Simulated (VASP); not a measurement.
**NaI: energy against volume**

NaI (rock salt, Fm-3m, 34.539 Å³/atom and stress up to 0.10 GPa in the relaxed cell, cube axes along x, y and z) under an equal strain ε along all three axes. PBE in VASP (plane waves, PAW), 480 eV, 8×8×8 Γ-centred mesh, Gaussian smearing 0.05 eV; ions are relaxed, or left where forces stay under 0.02 eV/Å, within the symmetry of each cell.

Here V stands for volume and E for E less E0.

```csv
volume (Å³/atom),E less E0 (meV/atom),pressure (GPa)
32.5080,8.21,1.20
33.0081,4.86,0.89
33.5133,2.41,0.61
34.0237,0.81,0.34
34.5392,0.00,0.10
35.0599,-0.05,-0.13
35.5858,0.62,-0.34
36.1169,1.96,-0.53
36.6533,3.96,-0.71
37.7419,?,?
```

Fit E of the 9 rows that show it with the third-order Birch-Murnaghan form, a cubic in V^(-2/3). With u = V^(-2/3) - 0.0943, the rows have u = 0.0038763, 0.0028821, 0.0019030, 0.0009384, -0.0000116, -0.0009474, -0.0018695, -0.0027778, -0.0036729. Least squares gives E = 0.004 + 456.2·u + 422588·u² + 1465948·u³. Residuals (row less fit): 0.003, -0.004, -0.003, 0.005, 0.001, 0.000, 0.001, -0.006, 0.003; standard error 0.005 (degrees of freedom: 5). Its minimum lies at u = -0.0005413, so V0 = (0.0937587)^(-3/2) = 34.83. There d²E/du² = 840400 and d³E/du³ = 8796000, so B0 = (4/9) × 34.83^(-7/3) × 840400 × 0.160218 = 15.1 GPa (the last factor turns the table's units into GPa), and B0' = 4 + (2/3) × 0.0937587 × (8796000)/840400 = 4.7. B0' rests on the cubic coefficient alone and has a standard error of 0.1 from these residuals.

**Question.** What does the fit predict for E at V = 37.7419, and how far is the calculated value from it?

**Answer.** u = -0.0054241, so E = 0.004 + 456.2 × (-0.0054241) + 422588 × (-0.0054241)² + 1465948 × (-0.0054241)³ = 9.728 meV/atom. The calculation gives 9.73 meV/atom, which the fit meets to the printed digits. The row lies outside the fitted rows, so this is an extrapolation. The scatter of the fitted rows lies at the last printed digit.

Spin-orbit coupling is left out, which can shift these values for the heavy elements here. Other structures, which can take over under pressure, weren't tried. The same form fitted to the pressure column gives B0' = 4.7; series where the two differ by over 0.4 aren't shown. Rows are the converged runs of the series near zero and its far end, less any whose ions stayed unrelaxed beside relaxed ones; series whose fitted rows scatter by over a few per cent of the range, as at a crossing or softening among them, aren't shown in this form.
